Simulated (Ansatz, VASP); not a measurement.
# Cross-check of H8C7 (amorphous trans-polyacetylene at 250 K) between VASP and Ansatz

Aim: how closely do two programs agree when they are given the same cell, functional and k mesh? The cell is taken from a series of runs on this material, whose earlier steps may have relaxed, scaled, displaced or heated it; both programs get it as it stands.

Main program and level: Ansatz 0.2.0; plane waves, with VASP 6.6.1 beside it; single point at PBE with D3(BJ).

## (1) The starting structure

The cell holds 180 atoms: 84 C and 96 H. Cell: a = 11.950 Å, b = 11.950 Å, c = 11.950 Å, α = 90.0°, β = 90.0°, γ = 90.0°. As first built, before any earlier steps moved the atoms (in the runner's words): 3 trans-polyacetylene chains of 13 units placed at random, at 1.08 g/cm^3; overlaps pushed apart, then 20 ps at 800 K with MMFF94 bonds, angles, torsions, charges and radii (Halgren, J. Comput. Chem. 17, 490 (1996)) in harmonic and 12-6 forms; charges of ions scaled by 0.8. Snapshot after 30 ps at 250 K and fixed volume.

## (2) VASP: single point, PBE with D3(BJ)

With cell and atoms fixed, the geometry can't cause a difference; cores, projectors, grids and the points listed under the comparison can.

Lines of VASP's logs that name or quote its potential files are left out, and so is its time.

File INCAR:

```
SYSTEM = H8C7
PREC = Accurate
ENCUT = 600
EDIFF = 1E-06
NELM = 120
ISMEAR = 0
SIGMA = 0.05
LREAL = Auto
ALGO = Normal
GGA = PE
IVDW = 12
NBANDS = 342
LORBIT = 11
LWAVE = .FALSE.
LCHARG = .FALSE.
ISIF = 2
LASPH = .TRUE.
GGA_COMPAT = .FALSE.
EFERMI = MIDGAP
```

File POSCAR:

```
H8C7
1.0
   11.9497000000      0.0000000000      0.0000000000
    0.0000000000     11.9497000000      0.0000000000
    0.0000000000      0.0000000000     11.9497000000
C H
84 96
Direct
    0.1299100000      0.4610800000      0.9745400000
    0.0573200000      0.4381000000      0.8729000000
    0.0861400000      0.4477200000      0.7664600000
    0.0026600000      0.4426900000      0.6771800000
    0.0235100000      0.4785900000      0.5762000000
    0.9464900000      0.4751500000      0.4862500000
    0.9694300000      0.5285800000      0.3934400000
    0.8963600000      0.5202600000      0.2965600000
    0.9330300000      0.5502900000      0.1953800000
    0.8693400000      0.5296700000      0.0965000000
    0.8016700000      0.4411700000      0.0846500000
    0.7672900000      0.3952200000      0.9802100000
    0.7412900000      0.4512100000      0.8869400000
    0.7062100000      0.3932800000      0.7861200000
    0.6647700000      0.2891400000      0.7741000000
    0.6161800000      0.2475400000      0.6725200000
    0.6332200000      0.2896100000      0.5732200000
    0.5822100000      0.2452300000      0.4759400000
    0.5886100000      0.3005500000      0.3782000000
    0.5272200000      0.2573400000      0.2845300000
    0.5352900000      0.3055300000      0.1831600000
    0.4573300000      0.2778800000      0.0940400000
    0.4620400000      0.3391600000      0.0018800000
    0.3870700000      0.3189000000      0.9088800000
    0.3950100000      0.3685700000      0.8081600000
    0.3346200000      0.3267200000      0.7208800000
    0.3412500000      0.3540200000      0.6115100000
    0.2794200000      0.3073900000      0.5147000000
    0.2238200000      0.4038900000      0.2661500000
    0.3334600000      0.4647600000      0.2498900000
[... 144 atom lines left out ...]
    0.9672300000      0.7554500000      0.1855200000
    0.9702900000      0.7695200000      0.9791400000
    0.2215700000      0.7472200000      0.0251900000
    0.2364800000      0.6683200000      0.8435100000
    0.0849700000      0.6664900000      0.8417400000
    0.1671900000      0.7919600000      0.8127300000
```

File KPOINTS:

```
Automatic mesh
0
Gamma
1 1 1
0 0 0
```

The projector-augmented-wave data sets are C and H (PBE family, release 64).

Started as:

```
$ export OMP_NUM_THREADS=4
$ mpirun -np 1 vasp_gam
```

Numbers of over 12 decimals in the logs are rounded to 6 here.

The program printed:

```text
[banner, memory and clock lines left out]
running    1 mpi-ranks, on    1 nodes
[...]
Offloading initialized ...    1 GPUs detected
[...]
LDA part: xc-table for (Slater+PW92), standard interpolation
 POSCAR, INCAR and KPOINTS ok, starting setup
[...]
entering main loop
       N       E                     dE             d eps       ncg     rms          rms(c)
DAV:   1     0.303724878960E+04    0.30372E+04   -0.23688E+05   684   0.131E+03
DAV:   2    -0.812556704056E+03   -0.38498E+04   -0.36239E+04   874   0.284E+02
DAV:   3    -0.119416242529E+04   -0.38161E+03   -0.37674E+03   856   0.890E+01
DAV:   4    -0.120439555466E+04   -0.10233E+02   -0.10195E+02   840   0.165E+01
[...]
DAV:  15    -0.108864869237E+04    0.63733E-05   -0.49983E-05   768   0.163E-02    0.846E-03
DAV:  16    -0.108864869021E+04    0.21577E-05   -0.10643E-05   840   0.913E-03    0.514E-03
DAV:  17    -0.108864869049E+04   -0.28117E-06   -0.43585E-06   792   0.632E-03
   1 F= -.11009187E+04 E0= -.11009187E+04  d E =-.143017E-58
```

Parts of OUTCAR (step 2):

```text
  FREE ENERGIE OF THE ION-ELECTRON SYSTEM (eV)
  ---------------------------------------------------
  free  energy   TOTEN  =     -1100.9187203577 eV

  energy  without entropy=    -1100.9187203577  energy(sigma->0) =    -1100.91872036
```

The run ends at a pressure of 5.14 GPa, with forces up to 3.8 eV/Å.

## (3) Ansatz: single point, PBE with D3(BJ)

Ansatz runs on its default PAW (the set named soft_2) files.

The same cell, functional, mesh and smearing now go to Ansatz, which takes its cutoff from its data sets.

File input.yaml:

```yaml
crystal:
  lattice:
    - [11.9497, 0.0, 0.0]
    - [0.0, 11.9497, 0.0]
    - [0.0, 0.0, 11.9497]
  atoms:
    - { symbol: C, position: [0.12991, 0.46108, 0.97454] }
    - { symbol: C, position: [0.05732, 0.4381, 0.8729] }
    - { symbol: C, position: [0.08614, 0.44772, 0.76646] }
    - { symbol: C, position: [0.00266, 0.44269, 0.67718] }
    - { symbol: C, position: [0.02351, 0.47859, 0.5762] }
    - { symbol: C, position: [0.94649, 0.47515, 0.48625] }
    - { symbol: C, position: [0.96943, 0.52858, 0.39344] }
    - { symbol: C, position: [0.89636, 0.52026, 0.29656] }
    - { symbol: C, position: [0.93303, 0.55029, 0.19538] }
    - { symbol: C, position: [0.86934, 0.52967, 0.0965] }
    - { symbol: C, position: [0.80167, 0.44117, 0.08465] }
    - { symbol: C, position: [0.76729, 0.39522, 0.98021] }
    - { symbol: C, position: [0.74129, 0.45121, 0.88694] }
    - { symbol: C, position: [0.70621, 0.39328, 0.78612] }
    - { symbol: C, position: [0.66477, 0.28914, 0.7741] }
    - { symbol: C, position: [0.61618, 0.24754, 0.67252] }
    - { symbol: C, position: [0.63322, 0.28961, 0.57322] }
    - { symbol: C, position: [0.58221, 0.24523, 0.47594] }
    - { symbol: C, position: [0.58861, 0.30055, 0.3782] }
    - { symbol: C, position: [0.52722, 0.25734, 0.28453] }
    - { symbol: C, position: [0.53529, 0.30553, 0.18316] }
    - { symbol: C, position: [0.45733, 0.27788, 0.09404] }
    - { symbol: C, position: [0.46204, 0.33916, 0.00188] }
    - { symbol: C, position: [0.38707, 0.3189, 0.90888] }
    - { symbol: C, position: [0.39501, 0.36857, 0.80816] }
    - { symbol: C, position: [0.33462, 0.32672, 0.72088] }
    - { symbol: C, position: [0.34125, 0.35402, 0.61151] }
    - { symbol: C, position: [0.27942, 0.30739, 0.5147] }
    - { symbol: H, position: [0.09565, 0.5282, 0.02389] }
    - { symbol: H, position: [0.21447, 0.48278, 0.94474] }
[... 144 atom lines left out ...]
    - { symbol: H, position: [0.96723, 0.75545, 0.18552] }
    - { symbol: H, position: [0.97029, 0.76952, 0.97914] }
    - { symbol: H, position: [0.22157, 0.74722, 0.02519] }
    - { symbol: H, position: [0.23648, 0.66832, 0.84351] }
    - { symbol: H, position: [0.08497, 0.66649, 0.84174] }
    - { symbol: H, position: [0.16719, 0.79196, 0.81273] }
kpoints:
  mp_grid: { grid: [1, 1, 1] }
hamiltonian:
  xc: pbe
  dispersion: d3bj
scf:
  occupations: { method: gaussian, width: 0.05 }
output:
  forces: true
  stress: true
  populations: true
  dos:
    method: { smearing: { sigma: 0.1 } }
    de: 0.1
    projected: { site_lists: { C: [C], H: [H] } }
  eigenvalues: true
  write_density: true
  write_potential: true
  volumetric_format: npy
```

Started as:

```
$ ansatz run input.yaml --threads 8 --pin off --max-ram 15872MiB --backend cpu --events-out ev --progress --plain --runs-dir out
```

The program printed:

```text
Engine: ansatz 0.2.0, aarch64-unknown-linux-gnu
Pseudopotentials: kind: paw
Pseudopotential: C, paw, valence charge 4, recommended cutoff 420 eV (normal), C.paw.azcp
Pseudopotential: H, paw, valence charge 1, recommended cutoff 420 eV (normal), H.paw.azcp
Functional definition: PBE
  parameter kappa = 0.804
  parameter beta = 0.066725
  exchange = pbe_x(kappa = kappa, mu = beta*pi^2/3)
  correlation = pbe_c(beta = beta)
Crystal: 180 atoms, lattice volume = 1706.361 Å³
Basis set: ecut = 420 eV, 33371 PW (Γ), exchange–correlation on 160×160×160 points (8 copies of the dense FFT grid, shifted against one another)
Bands: 396, of which v1, the nominal top of the filled ones, is band 216 counted from 1 (215 counted from 0)
Symmetry: 1 space group operations
Space group: P1 (ITA 1), of the structure as read, at distance tolerance 1.2e-4 Å
k-points: 1
Non-local potential: C, projectors of the file, l = 0: 2, l = 1: 2, l = 2: 1
Non-local potential: H, projectors of the file, l = 0: 2, l = 1: 1
PAW form: soft (Blöchl's): semilocal exchange-correlation on the pseudo side does not see the compensation charge
PAW one-centre angular grid: C, 110 points (default); XC on 64 Gauss nodes
PAW one-centre angular grid: H, 110 points (default); XC on 64 Gauss nodes
Initial density: superposition of atomic densities (neutral atoms: chi_scale 0, normalization atom), corrected by the library's trained network
Initial wavefunctions: pseudopotential atomic-orbital guess
Functional: x = pbe(κ = 0.804, μ = 0.219515), c = pbe(β = 0.066725)
SCF iter   1: F=—  HF=-22603.766942 eV  |F-HF|=—  |Δ(HF+E_count)|=         —  Δρ=5.25e-3  dr2=6.01e-1  ethr=1.77e-3  ⟨swp⟩=5.0  Hψ=1603  notcnv=0  defer=154
preconditioner: auto → Resta (q_TF=auto, 2.170 Å⁻¹)  ε∞=2.5  [insulator: Δε(μ)=1.185 eV  Ē_g=15.116 eV  σ=0.050 eV  W_gap=1.00  n_scr=304 (ndim 8)  ℏωp=18.7 eV  f_vac=0.134  D(μ)=0.00/eV (n_scr^D=0)  ε∞_Penn≈2.5]
SCF iter   2: F=—  HF=-22603.679969 eV  |F-HF|=—  |Δ(HF+E_count)|=   8.70e-2  Δρ=2.74e-3  dr2=1.17e-1  ethr=1.39e-4  ⟨swp⟩=3.0  Hψ=677  notcnv=0  defer=171
SCF iter   3: F=—  HF=-22603.687455 eV  |F-HF|=—  |Δ(HF+E_count)|=   7.49e-3  Δρ=1.19e-3  dr2=3.50e-2  ethr=2.70e-5  ⟨swp⟩=2.0  Hψ=393  notcnv=0  defer=171
SCF iter   4: F=—  HF=-22603.687416 eV  |F-HF|=—  |Δ(HF+E_count)|=   3.87e-5  Δρ=3.71e-4  dr2=2.98e-3  ethr=8.10e-6  ⟨swp⟩=2.0  Hψ=402  notcnv=0  defer=171
SCF iter   5: F=—  HF=-22603.688489 eV  |F-HF|=—  |Δ(HF+E_count)|=   1.07e-3  Δρ=1.69e-4  dr2=7.56e-4  ethr=6.89e-7  ⟨swp⟩=2.0  Hψ=435  notcnv=0  defer=171
SCF iter   6: F=—  HF=-22603.688657 eV  |F-HF|=—  |Δ(HF+E_count)|=   1.68e-4  Δρ=6.18e-5  dr2=9.41e-5  ethr=1.75e-7  ⟨swp⟩=2.0  Hψ=398  notcnv=0  defer=171
SCF iter   7: F=—  HF=-22603.688700 eV  |F-HF|=—  |Δ(HF+E_count)|=   4.32e-5  Δρ=2.41e-5  dr2=1.30e-5  ethr=2.18e-8  ⟨swp⟩=2.0  Hψ=601  notcnv=0  defer=171
SCF iter   8: F=—  HF=-22603.688708 eV  |F-HF|=—  |Δ(HF+E_count)|=   7.84e-6  Δρ=9.60e-6  dr2=2.28e-6  ethr=3.02e-9  ⟨swp⟩=2.0  Hψ=433  notcnv=0  defer=171
SCF iter   9: F=—  HF=-22603.688709 eV  |F-HF|=—  |Δ(HF+E_count)|=   8.21e-7  Δρ=3.53e-6  dr2=3.06e-7  ethr=5.27e-10  ⟨swp⟩=2.0  Hψ=387  notcnv=0  defer=171
SCF iter  10: F=-22603.688709 eV  HF=-22603.688709 eV  |F-HF|=2.63e-9  |Δ(HF+E_count)|=   1.91e-7  Δρ=1.56e-6  dr2=6.13e-8  ethr=2.31e-11  ⟨swp⟩=20.0  Hψ=3557  notcnv=0
SCF 1 converged in 10 iterations: F = -22603.688709 eV  dr2 = 6.13e-8
  greatest PAW one-centre occupation: 0.698 electrons in one spin orbital (limit 2), on the C atom at site 77 (counted from 0), in its partial waves of l = 0
[...]
atom 171  H     -0.32418235    -0.03233022     1.16279424
  atom 172  H     -0.51920862    -0.50796953    -0.77484807
  atom 173  H      0.92528069     0.62150500     0.26825306
  atom 174  H      1.25829966     0.71851927    -1.46927666
  atom 175  H      0.09974584     0.96111419     0.10653351
  atom 176  H      0.11997432    -0.32805866    -0.38462141
  atom 177  H      1.48931735     0.21624637     1.46895770
  atom 178  H      0.24347812    -0.39677902     0.09761397
  atom 179  H      0.41956328     0.15999803    -0.65952020
  atom 180  H     -0.16073122     0.09704099    -0.58559335
  max |Σ_I F_I| component: 6.45e-5 eV/Å
--- Stress (GPa, compression-positive) ---
        3.173371       0.911516       0.665176
        0.911516       2.136625      -1.341176
        0.665176      -1.341176      10.289697
  P = ⅓ Tr σ = 5.1999 GPa (51.999 kbar)
--- Band table (eV) ---
  k-point 0: bands = [... 212 lower, 0.9524, 1.1051, 1.2329, 1.3166, 2.4681, 2.6479, 2.6862, 3.0979, ... 176 higher]
--- Löwdin populations: 180 sites ---
  site symbol       q [e]
     0      C      4.4501
     1      C      4.1131
     2      C      4.1369
     3      C      4.1003
     4      C      4.1164
     5      C      4.1017
     6      C      4.1152
     7      C      4.1161
     8      C      4.1338
     9      C      4.1382
    10      C      4.1300
    11      C      4.1215
    12      C      4.1331
    13      C      4.1379
    14      C      4.1281
    15      C      4.1097
    16      C      4.1187
    17      C      4.1089
    18      C      4.1288
    19      C      4.1378
    20      C      4.1133
    21      C      4.1138
    22      C      4.1137
    23      C      4.1238
[...]
172      H      0.8268
   173      H      0.8152
   174      H      0.8099
   175      H      0.8263
   176      H      0.8100
   177      H      0.8155
   178      H      0.8052
   179      H      0.8049
  spilling = 0.012191 (of n_electrons = 432.000000)
```

The column dr2 measures how far the density is from self-consistency, as an energy; F and HF (Harris–Foulkes) agree once it is small.

## (4) Side by side

Known differences besides the potentials themselves: the cutoff is 420 eV in Ansatz and 600 eV in VASP (PREC = Accurate, projectors in real space). Total energies have different zeros and are not compared.

The two programs side by side:

| quantity | Ansatz | VASP | difference |
| --- | --- | --- | --- |
| pressure (GPa) | 5.20 | 5.14 | +0.06 |
| gap on the k mesh (eV) | 1.151 | 1.152 | 0.000 |

Forces on 9 of the 180 atoms, those with the largest forces and the largest differences (eV/Å; atoms numbered as in POSCAR):

| atom | Ansatz x, y, z | VASP x, y, z |
| --- | --- | --- |
| C4 | 0.802, -0.842, 3.323 | 0.784, -0.854, 3.340 |
| C6 | 1.180, 0.236, 1.986 | 1.149, 0.215, 1.999 |
| C7 | -0.378, 0.334, -3.251 | -0.360, 0.352, -3.266 |
| C16 | 0.210, -1.133, 3.215 | 0.199, -1.152, 3.222 |
| C26 | -2.645, -1.089, -2.444 | -2.658, -1.099, -2.436 |
| C40 | -1.226, -0.149, 3.468 | -1.209, -0.136, 3.491 |
| C50 | -0.865, -0.987, 3.325 | -0.833, -0.984, 3.338 |
| C51 | 1.257, 0.519, -2.597 | 1.217, 0.515, -2.600 |
| C80 | -1.741, -0.877, 2.785 | -1.712, -0.858, 2.761 |

The forces differ by 13 meV/Å r.m.s., which is 1.3 % of the r.m.s. force of 0.958 eV/Å (both taken over all components). A gap on the mesh is an upper bound, since the band edges may lie between its points.

## (5) What came out

```json
{
 "r.m.s. force difference (single point, PBE with D3(BJ))": "1.3 % of the r.m.s. force"
}
```

**Reading.** The r.m.s. force difference is 1.3 % of the r.m.s. force (single point, PBE with D3(BJ)), within the 3 % picked in this series as the mark of a large difference. How closely two codes agree says nothing of how well the functional describes the real material.

[Lines on the potential files, build, host, timing and source positions are cut from VASP's logs without a mark.]

[Logs are printed without paths, hosts, clocks, repeated set-up lines and the standing remarks that a program may print on its own settings, such as how far it seeks lower states.]

[Hosts, paths, dates, database ids (printed as entryN), source tags and the programs' standing remarks are cut or masked in the printed files.]

[The MMFF94 radii named for the starting cell were scaled by 0.96; in molecules described by MMFF94, hydrogen bound to N, O or S took a small fixed 12-6 site in their place.]
